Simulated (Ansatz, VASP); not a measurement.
# CuF: VASP beside Ansatz

Aim: how closely do two programs agree when they are given the same cell, functional and k mesh? The cell is generated by rule, not measured, and may not be a known phase. Of the first pair: The cell is taken from a series of runs on this material, whose earlier steps may have relaxed, scaled, displaced or heated it; both programs get it as it stands.

Method: plane waves, with VASP 6.6.1 beside it; PBEsol, in Ansatz 0.2.0.

## (1) Set-up

Symmetry: P6_3mc, No. 186, hexagonal system. The conventional cell has a = 2.752 Å, b = 2.752 Å, c = 6.751 Å, α = 90.00°, β = 90.00°, γ = 120.00°. Cu has 4 F at 1.90 to 2.17 Å nearest. Nearest to F lie 4 Cu at 1.90 to 2.17 Å. Farther neighbours and most contacts between anions are not listed.

Structure file:

```cif
data_structure
_symmetry_space_group_name_H-M 'P6_3mc'
_symmetry_Int_Tables_number 186
_cell_length_a 2.7522
_cell_length_b 2.7522
_cell_length_c 6.7514
_cell_angle_alpha 90.000
_cell_angle_beta 90.000
_cell_angle_gamma 120.000
_cell_volume 44.29
loop_
_atom_site_label
_atom_site_type_symbol
_atom_site_symmetry_multiplicity
_atom_site_Wyckoff_symbol
_atom_site_fract_x
_atom_site_fract_y
_atom_site_fract_z
_atom_site_occupancy
Cu1 Cu 2 b 0.33333 0.66667 0.04702 1
F1 F 2 b 0.33333 0.66667 0.32798 1
```

## (2) VASP: relaxation of cell and atoms, PBEsol, pair 1

The relaxed volume is the usual yardstick between codes: in a stiff, nearly cubic crystal its relative difference is about their pressure difference at one cell divided by the bulk modulus.

Lines of VASP's logs that name or quote its potential files are left out, and so is its time.

File INCAR:

```
SYSTEM = CuF
PREC = Accurate
ENCUT = 600
EDIFF = 1E-07
NELM = 120
ISMEAR = 0
SIGMA = 0.1
LREAL = .FALSE.
ALGO = Normal
GGA = PS
NBANDS = 24
LASPH = .TRUE.
LORBIT = 11
LWAVE = .FALSE.
LCHARG = .FALSE.
ISIF = 3
IBRION = 2
NSW = 80
EDIFFG = -0.005
GGA_COMPAT = .FALSE.
NELMIN = 4
KPAR = 2
```

File POSCAR:

```
CuF
1.0
    2.7522120000     -0.0000020000      0.0000000000
   -1.3761040000      2.3834870000      0.0000000000
    0.0000000000      0.0000000000      6.7513550000
Cu F
2 2
Direct
    0.3333336642      0.6666669090      0.0470231901
    0.6666669976      0.3333335756      0.5470231902
    0.3333336642      0.6666669090      0.3279768654
    0.6666669976      0.3333335756      0.8279768654
```

File KPOINTS:

```
Automatic mesh
0
Gamma
15 15 6
0 0 0
```

Potentials, in the order of the species: Cu and F (PBE family, release 64).

Launch:

```
mpirun -np 2 vasp_std
```

Numbers of over 12 decimals in the logs are rounded to 6 here.

What it wrote:

```text
[banner, memory and clock lines left out]
running    2 mpi-ranks, on    1 nodes
 distrk:  each k-point on    1 cores,    2 groups
 distr:  one band on    1 cores,    1 groups

 POSCAR found type information on POSCAR CuF
 POSCAR found :  2 types and       4 ions
|                                                                             |
|               ----> ADVICE to this user running VASP <----                  |
|                                                                             |
|     You enforced a specific xc type in the INCAR file but a different       |
|     [... a line on the potential file left out ...]
|     I HOPE YOU KNOW WHAT YOU ARE DOING!                                     |
|                                                                             |

 LDA part: xc-table for (Slater+PW92), standard interpolation
 POSCAR, INCAR and KPOINTS ok, starting setup
 FFT: planning ... GRIDC
 FFT: planning ... GRID_SOFT
 FFT: planning ... GRID
 WAVECAR not read
 entering main loop
       N       E                     dE             d eps       ncg     rms          rms(c)
DAV:   1     0.362300660605E+03    0.36230E+03   -0.19588E+04  5376   0.264E+03
DAV:   2     0.272406076782E+02   -0.33506E+03   -0.31652E+03  5288   0.465E+02
DAV:   3    -0.170004463303E+02   -0.44241E+02   -0.42875E+02  6624   0.190E+02
DAV:   4    -0.182160372773E+02   -0.12156E+01   -0.12132E+01  6392   0.327E+01
DAV:   5    -0.182350840382E+02   -0.19047E-01   -0.19045E-01  6688   0.355E+00    0.107E+01
DAV:   6    -0.172165661965E+02    0.10185E+01   -0.17509E+01  7624   0.940E+01    0.799E+00
DAV:   7    -0.160416232660E+02    0.11749E+01   -0.44000E+00  6808   0.661E+01    0.203E+00
DAV:   8    -0.160403064633E+02    0.13168E-02   -0.41492E-01  7760   0.583E+00    0.894E-01
DAV:   9    -0.160247091368E+02    0.15597E-01   -0.23815E-02  7112   0.268E+00    0.274E-01
DAV:  10    -0.160239983124E+02    0.71082E-03   -0.98326E-03  8088   0.192E+00    0.122E-01
DAV:  11    -0.160238199142E+02    0.17840E-03   -0.79789E-04  8048   0.639E-01    0.253E-02
DAV:  12    -0.160238254474E+02   -0.55332E-05   -0.97059E-05  6728   0.104E-01    0.990E-03
DAV:  13    -0.160238250206E+02    0.42684E-06   -0.98559E-06  8144   0.423E-02    0.329E-03
DAV:  14    -0.160238250052E+02    0.15415E-07   -0.99685E-07  7168   0.152E-02
   1 F= -.16023825E+02 E0= -.16023391E+02  d E =-.160238E+02
[...]
2 F= -.16024038E+02 E0= -.16023528E+02  d E =-.212639E-03
[...]
3 F= -.16024278E+02 E0= -.16023802E+02  d E =-.453159E-03
[...]
4 F= -.16024278E+02 E0= -.16023800E+02  d E =-.453115E-03
[...]
5 F= -.16024304E+02 E0= -.16023824E+02  d E =-.254149E-04
 trial-energy change:   -0.000025  1 .order   -0.000027   -0.000045   -0.000010
 step:   1.4075(harm=  1.1673)  dis= 0.00093  next Energy=   -16.024306 (dE=-0.277E-04)
 bond charge predicted
       N       E                     dE             d eps       ncg     rms          rms(c)
DAV:   1    -0.160243595935E+02   -0.56000E-04   -0.37825E-03  7608   0.700E-01    0.658E-02
DAV:   2    -0.160243169805E+02    0.42613E-04   -0.42376E-04  6448   0.385E-01    0.235E-02
DAV:   3    -0.160243038307E+02    0.13150E-04   -0.71165E-05  6816   0.215E-01    0.133E-02
DAV:   4    -0.160243019154E+02    0.19153E-05   -0.29449E-06  6576   0.484E-02    0.589E-03
DAV:   5    -0.160243014682E+02    0.44716E-06   -0.97409E-07  7128   0.186E-02    0.105E-03
DAV:   6    -0.160243014621E+02    0.60727E-08   -0.13116E-07  3272   0.740E-03
   6 F= -.16024301E+02 E0= -.16023821E+02  d E =-.233421E-04
 curvature:  -0.05 expect dE=-0.325E-06 dE for cont linesearch -0.129E-06
 trial: gam= 0.00000 g(F)=  0.417E-05 g(S)=  0.274E-05 ort =-0.118E-04 (trialstep = 0.102E+01)
 search vector abs. value=  0.691E-05
 reached required accuracy - stopping structural energy minimisation
```

From OUTCAR (step 2):

```text
ion  position               nearest neighbor table
   1  0.333  0.667  0.047-   3 1.90   4 2.17   4 2.17   4 2.17
   2  0.667  0.333  0.547-   4 1.90   3 2.17   3 2.17   3 2.17
   3  0.333  0.667  0.328-   1 1.90   2 2.17   2 2.17   2 2.17
   4  0.667  0.333  0.828-   2 1.90   1 2.17   1 2.17   1 2.17

  LATTYP: Found a hexagonal cell.
 ALAT       =     2.7522120000
 C/A-ratio  =     2.4530650255

 Subroutine GETGRP returns: Found 12 space group operations
 (whereof  6 operations were pure point group operations)

The static configuration has the point symmetry C_3v.
 The point group associated with its full space group is C_6v.

 Found    108 irreducible k-points:

   k-points           NKPTS =    108   k-points in BZ     NKDIM =    108   number of bands    NBANDS=     24

   dimension x,y,z NGX =    24 NGY =   24 NGZ =   54
   dimension x,y,z NGXF=    48 NGYF=   48 NGZF=  108

   ENCUT  =  600.0 eV  44.10 Ry    6.64 a.u.   5.50  5.50 13.48*2*pi/ulx,y,z

   NELECT =      36.0000    total number of electrons

 k-points in reciprocal lattice and weights: Automatic mesh
   0.00000000  0.00000000  0.00000000       0.001
   0.06666667 -0.00000000  0.00000000       0.004
   0.13333333 -0.00000000  0.00000000       0.004
   0.20000000 -0.00000000  0.00000000       0.004
   0.26666667 -0.00000000  0.00000000       0.004
   0.33333333 -0.00000000  0.00000000       0.004
   0.40000000 -0.00000000  0.00000000       0.004
   0.46666667 -0.00000000  0.00000000       0.004
   0.06666667  0.06666667  0.00000000       0.004
[...]
0.33333333  0.26666667  0.50000000       0.009
   0.33333333  0.33333333  0.50000000       0.001

 average (electrostatic) potential at core
       1 -65.6781       2 -65.6780       3 -75.9526       4 -75.9526

 E-fermi :   4.0548

 k-point     1 :       0.0000    0.0000    0.0000
  band No.  band energies     occupation
    ...
     15       3.0417      2.00000
     16       3.0417      2.00000
     17       3.5839      2.00000
     18       3.5839      2.00000
     19       3.9974      1.58282
     20       7.1584      0.00000
     21       9.7624      0.00000
     22      15.5211      0.00000
     23      17.7188      0.00000
     24      24.2199      0.00000

 k-point     2 :       0.0667   -0.0000    0.0000
  band No.  band energies     occupation
    ...
     14       2.6961      2.00000
     15       3.0091      2.00000
     16       3.0365      2.00000
     17       3.5183      2.00000
     18       3.5944      2.00000
     19       4.1175      0.37532
     20       7.1812      0.00000
     21       9.9900      0.00000
     22      15.6043      0.00000
     23      17.7994      0.00000
    ...

 k-point     3 :       0.1333   -0.0000    0.0000
  band No.  band energies     occupation
    ...
     14       2.7856      2.00000
     15       2.9289      2.00000
     16       3.0237      2.00000
     17       3.4337      2.00000
     18       3.6211      2.00000
     19       4.3642      0.00001
     20       7.2457      0.00000
     21      10.6176      0.00000
     22      15.8094      0.00000
     23      18.0467      0.00000
    ...

  Total        0.0086265      0.0086265     -0.0088543      0.0000000      0.0000000      0.0000000
  in kB        0.3116243      0.3116244     -0.3198528      0.0000000      0.0000000      0.0000000
  external PRESSURE =       0.1011320 kB  Pullay stress =       0.0000000 kB

  energy-cutoff  :      600.00
  volume of cell :       44.35
      direct lattice vectors                 reciprocal lattice vectors
     2.752217508 -0.000002000 -0.000000000     0.363343528  0.209776048 -0.000000000
    -1.376106754  2.383491770  0.000000000     0.000000305  0.419552705 -0.000000000
     0.000000000  0.000000000  6.761082769     0.000000000 -0.000000000  0.147905304

 POSITION                                       TOTAL-FORCE (eV/Angst)
 -----------------------------------------------------------------------------------
      0.00000      1.58899      0.31527        -0.000000      0.000000      0.004648
      1.37611      0.79450      3.69581         0.000000     -0.000000      0.004648
      0.00000      1.58899      2.22014         0.000000     -0.000000     -0.004648
      1.37611      0.79450      5.60068        -0.000000      0.000000     -0.004648
 -----------------------------------------------------------------------------------
    total drift:                               -0.001165     -0.001155     -0.001011

  FREE ENERGIE OF THE ION-ELECTRON SYSTEM (eV)
  ---------------------------------------------------
  free  energy   TOTEN  =       -16.0243014621 eV

  energy  without entropy=      -16.0233405084  energy(sigma->0) =      -16.02382099

 reached required accuracy - stopping structural energy minimisation

 total charge
# of ion       s       p       d       tot
------------------------------------------
    1        0.294   0.243   9.295   9.833
    2        0.294   0.243   9.295   9.833
    3        1.734   4.306   0.000   6.040
    4        1.734   4.306   0.000   6.040
--------------------------------------------------
tot          4.056   9.099  18.591  31.746

[... 3 further parts left out ...]
```

CONTCAR:

```
CuF
   1.00000000000000
     2.7522175082603435   -0.0000020000034360   -0.0000000000000000
    -1.3761067541256782    2.3834917702978897    0.0000000000000000
     0.0000000000000000    0.0000000000000000    6.7610827688709332
  Cu              F
     2     2
Direct
     0.3333336641999978    0.6666669089999999    0.0466298819070500
     0.6666669975999966    0.3333335756000011    0.5466298820070518
     0.3333336641999978    0.6666669089999999    0.3283701735929456
     0.6666669975999966    0.3333335756000011    0.8283701735929457
```

This run has no spin polarisation, so a moment on Cu, if there is one, isn't seen. The gap is under twice the smearing width, so the edge states are partly filled and the run can't tell a small gap from a semimetal. The run keeps the 12 symmetry operations of its start, so it cannot find a distortion of lower symmetry.

## (3) Ansatz: relaxation of cell and atoms, PBEsol, pair 1

Ansatz runs on its default PAW (the set named soft_2) files.

The same cell, functional, mesh and smearing now go to Ansatz, which takes its cutoff from its data sets.

File input.yaml:

```yaml
crystal:
  lattice:
    - [2.7522124174, -2.4647e-06, 0.0]
    - [-1.3761040742, 2.3834871024, 0.0]
    - [0.0, 0.0, 6.751355334]
  atoms:
    - { symbol: Cu, position: [0.3333333333, 0.6666666667, 0.0470232114] }
    - { symbol: Cu, position: [0.6666666667, 0.3333333333, 0.5470232114] }
    - { symbol: F, position: [0.3333333333, 0.6666666667, 0.3279767886] }
    - { symbol: F, position: [0.6666666667, 0.3333333333, 0.8279767886] }
kpoints:
  mp_grid: { grid: [15, 15, 6] }
hamiltonian:
  xc: pbesol
scf:
  occupations: { method: gaussian, width: 0.1 }
output:
  forces: true
  stress: true
  eigenvalues: true
relax:
  adjacent_minimum: "off"
  f_tol: 0.005
  max_steps: 80
  cell: { stress_tol: 0.05 }
```

Launch:

```
ansatz run input.yaml --threads 4 --pin off --max-ram 7168MiB --backend cpu --events-out ev --progress --plain --runs-dir out
```

What it wrote:

```text
Engine: ansatz 0.2.0, aarch64-unknown-linux-gnu
Pseudopotentials: kind: paw
Pseudopotential: Cu, paw, valence charge 19, recommended cutoff 420 eV (normal), Cu.paw.azcp
Pseudopotential: F, paw, valence charge 7, recommended cutoff 420 eV (normal), F.paw.azcp
Functional definition: PBEsol
  exchange = pbesol_x
  correlation = pbesol_c
Crystal: 4 atoms, lattice volume = 44.288 Å³
Basis set: ecut = 420 eV, 857 PW (Γ), exchange–correlation on 40×40×96 points (8 copies of the dense FFT grid, shifted against one another)
Bands: 32, of which v1, the nominal top of the filled ones, is band 26 counted from 1 (25 counted from 0)
Symmetry: 12 space group operations
Space group: P63mc (ITA 186), of the structure as read, at distance tolerance 3.5e-5 Å
k-points: 108 of 1350 (time reversal used)
Non-local potential: Cu, projectors of the file, l = 0: 3, l = 1: 2, l = 2: 3, l = 3: 1
Non-local potential: F, projectors of the file, l = 0: 2, l = 1: 2, l = 2: 1
PAW form: soft (Blöchl's): semilocal exchange-correlation on the pseudo side does not see the compensation charge
PAW frozen core: Cu, regenerated for the run's functional, and the local potential with it (the file was generated under x = pbe(κ = 0.804, μ = 0.219515), c = pbe(β = 0.066725))
PAW frozen core: F, regenerated for the run's functional, and the local potential with it (the file was generated under x = pbe(κ = 0.804, μ = 0.219515), c = pbe(β = 0.066725))
PAW one-centre angular grid: Cu, 590 points (default); XC on 64 Gauss nodes
PAW one-centre angular grid: F, 110 points (default); XC on 64 Gauss nodes
Initial density: superposition of atomic densities (neutral atoms: chi_scale 0, normalization atom), corrected by the library's trained network
Initial wavefunctions: pseudopotential atomic-orbital guess
Functional: x = pbesol(κ = 0.804, μ = 0.123457), c = pbesol(β = 0.046)
SCF iter   1: F=—  HF=-14776.294322 eV  |F-HF|=—  |Δ(HF+E_count)|=         —  Δρ=2.26e-2  dr2=1.43e-1  ethr=1.77e-3  ⟨swp⟩=5.1  Hψ=12241  notcnv=0
preconditioner: auto → Resta (q_TF=auto, 2.802 Å⁻¹)  ε∞=7.4  [insulator: Δε(μ)=0.116 eV  Ē_g=13.271 eV  σ=0.100 eV  W_gap=0.59  n_scr=24 (ndim 8)  ℏωp=33.5 eV  f_vac=0.035  D(μ)=0.20/eV (n_scr^D=0)  ε∞_Penn≈7.4]
SCF iter   2: F=—  HF=-14776.256824 eV  |F-HF|=—  |Δ(HF+E_count)|=   3.75e-2  Δρ=5.64e-3  dr2=8.72e-3  ethr=2.75e-4  ⟨swp⟩=2.0  Hψ=6625  notcnv=0  defer=187
SCF iter   3: F=—  HF=-14776.254898 eV  |F-HF|=—  |Δ(HF+E_count)|=   1.93e-3  Δρ=5.15e-3  dr2=6.24e-3  ethr=1.68e-5  ⟨swp⟩=2.0  Hψ=6253  notcnv=0  defer=187
SCF iter   4: F=—  HF=-14776.253827 eV  |F-HF|=—  |Δ(HF+E_count)|=   1.07e-3  Δρ=2.25e-3  dr2=1.50e-3  ethr=1.20e-5  ⟨swp⟩=2.1  Hψ=4264  notcnv=0  defer=187
SCF iter   5: F=—  HF=-14776.253505 eV  |F-HF|=—  |Δ(HF+E_count)|=   3.23e-4  Δρ=4.43e-4  dr2=1.16e-4  ethr=2.88e-6  ⟨swp⟩=2.7  Hψ=4684  notcnv=0  defer=187
SCF iter   6: F=—  HF=-14776.253477 eV  |F-HF|=—  |Δ(HF+E_count)|=   2.75e-5  Δρ=1.09e-4  dr2=4.87e-6  ethr=2.23e-7  ⟨swp⟩=2.4  Hψ=5019  notcnv=0  defer=187
SCF iter   7: F=—  HF=-14776.253341 eV  |F-HF|=—  |Δ(HF+E_count)|=   1.36e-4  Δρ=7.11e-5  dr2=1.34e-6  ethr=9.36e-9  ⟨swp⟩=2.1  Hψ=4897  notcnv=0  defer=187
SCF iter   8: F=-14776.253341 eV  HF=-14776.253341 eV  |F-HF|=4.77e-9  |Δ(HF+E_count)|=   6.52e-8  Δρ=1.30e-5  dr2=3.78e-8  ethr=1.92e-10  ⟨swp⟩=7.0  Hψ=15287  notcnv=0
SCF 1 converged in 8 iterations: F = -14776.253341 eV  dr2 = 3.78e-8
  greatest PAW one-centre occupation: 1.000 electrons in one spin orbital (limit 2), on the Cu atom at site 1 (counted from 0), in its partial waves of l = 0
relax step   1: F+E_penalty+E_count = -14776.25334116 eV  Δ(F+E_penalty+E_count) = +0.000e0 eV  max|allowed force component| = 5.169e-3 eV/Å  Δτ_max = 0.0000 Å  P = +0.135 GPa  Ω = 44.288 Å³  (8 SCF iters, dr2 threshold 1.00e-7 eV, accepted)
[...]
relax step   4: F+E_penalty+E_count = -14776.25335810 eV  Δ(F+E_penalty+E_count) = -1.777e-4 eV  max|allowed force component| = 1.122e-3 eV/Å  Δτ_max = 0.0000 Å  P = +0.005 GPa  Ω = 44.331 Å³  stress off target by 5.55e-2 GPa  SCF on the basis re-selected at this cell (its energy is not comparable with the rows above)  (7 SCF iters)
[...]
relax step   5: F+E_penalty+E_count = -14776.25331674 eV  Δ(F+E_penalty+E_count) = +4.136e-5 eV  max|allowed force component| = 1.436e-3 eV/Å  Δτ_max = 0.0001 Å  P = +0.007 GPa  Ω = 44.340 Å³  energy of the carried Pulay correction = -4.642e-5 eV  (5 SCF iters, dr2 threshold 7.70e-9 eV, accepted)
[...]
relax step   6: F+E_penalty+E_count = -14776.25336685 eV  Δ(F+E_penalty+E_count) = -5.011e-5 eV  max|allowed force component| = 1.419e-3 eV/Å  Δτ_max = 0.0000 Å  P = +0.008 GPa  Ω = 44.340 Å³  stress off target by 1.91e-2 GPa  SCF on the basis re-selected at this cell (its energy is not comparable with the rows above)  (7 SCF iters)
basis re-selected at this cell: Δ(F+E_penalty+E_count) = -5.011e-5 eV, ΔP = +0.001 GPa vs the last step (what re-selecting the basis moved, of the pressure what is left beyond the Pulay correction that the steps carried, after the strain that the cell walked since its last selection, with what the two solves' SCF thresholds leave and, on support functions, any second-order correction that the steps lacked; it is no m [...]
SCF converged after 7 iterations
Free energy (F): -14776.253367 eV
Harris-Foulkes:  -14776.253367 eV  (|F-HF|=3.64e-12)
Internal energy: -14776.252447 eV  (E = F + TS)
E sigma→0 (E₀):  -14776.252907 eV
Entropy (-TS):   -0.000920 eV (-0.230 meV/atom)
Fermi energy:    10.080966 eV
--- Per-component energies (eV) ---
  E_band       = -930.709761
  E_kinetic    = 1009.638504
  E_local      = -10379.837468  (includes V_loc(G=0)·N_el)
  E_nonlocal   = 959.626815
  E_hartree    = 4488.702506
  E_xc         = -329.327506
  E_vxc        = -425.783928  (∫ρ·V_xc dr)
  E_paw        = -3662.435914  (= ΣΔE_a)
  E_vpaw       = -1071.763087  (= ΣTr[D̂ρ^β])
  E_aug_tail   = 0.004345  (compensation charges beyond the density's cutoff)
  E_ewald      = -6863.121019
  E_core_change = 0.497290  (= ΣΔE_core)
  E_smearing   = -0.000920  (= −TS)
  E_closure    = -0.000000  (closes the sum)
  Σ components = -14776.253367   (vs F -14776.253367, Δ=0.00e0)
--- Forces (eV/Å), atoms counted from 1 ---
  atom   1  Cu    -0.00000000     0.00000000    -0.00141768
  atom   2  Cu     0.00000000    -0.00000000    -0.00141768
  atom   3  F     -0.00000000     0.00000000     0.00141968
  atom   4  F      0.00000000    -0.00000000     0.00141968
  max |Σ_I F_I| component: 3.99e-6 eV/Å
--- Stress (GPa, compression-positive) ---
        0.019120      -0.000000      -0.000000
       -0.000000       0.019120       0.000000
       -0.000000       0.000000      -0.015257
  P = ⅓ Tr σ = 0.0077 GPa (0.077 kbar)
--- Band table (eV; the first three rows and the last of 108) ---
  k-point 0: bands = [... 22 lower, 9.0592, 9.0592, 9.6041, 9.6041, 10.0275, 13.1908, 15.7784, 21.5538, ... 2 higher]
  k-point 1: bands = [... 22 lower, 9.1042, 9.1042, 9.5719, 9.5719, 10.1435, 12.7551, 16.2714, 20.8498, ... 2 higher]
  k-point 2: bands = [... 22 lower, 9.2159, 9.2159, 9.4821, 9.4821, 10.5081, 11.9282, 17.2856, 19.6651, ... 2 higher]
  k-point 107: bands = [... 22 lower, 9.1823, 9.1823, 9.8035, 9.8035, 16.4041, 16.4041, 17.0317, 17.0317, ... 2 higher]
--- Relaxed structure (4 steps of the walk, 4 accepted, 2 SCFs on fresh bases) ---
  F+E_penalty+E_count = -14776.25336685 eV   max|allowed force component| = 1.419e-3 eV/Å   (the final SCF, on the basis selected at the relaxed cell)
  cell:  # Å, volume = 44.3396 Å³
    - [2.753369, -2.4657403208372354e-6, 0]
    - [-1.376683, 2.384489, 0]
    - [0, 0, 6.753555]
  atoms:
    - { symbol: Cu, position: [0.333333, 0.666667, 0.046999] }
    - { symbol: Cu, position: [0.666667, 0.333333, 0.546999] }
    - { symbol: F, position: [0.333333, 0.666667, 0.328001] }
    - { symbol: F, position: [0.666667, 0.333333, 0.828001] }
```

The column dr2 measures how far the density is from self-consistency, as an energy; F and HF (Harris–Foulkes) agree once it is small.

[end of part 1 of 2]

[Lines on the potential files, build, host, timing and source positions are cut from VASP's logs without a mark.]

[Logs are printed without paths, hosts, clocks, repeated set-up lines and the standing remarks that a program may print on its own settings, such as how far it seeks lower states.]

[Hosts, paths, dates, database ids (printed as entryN), source tags and the programs' standing remarks are cut or masked in the printed files.]
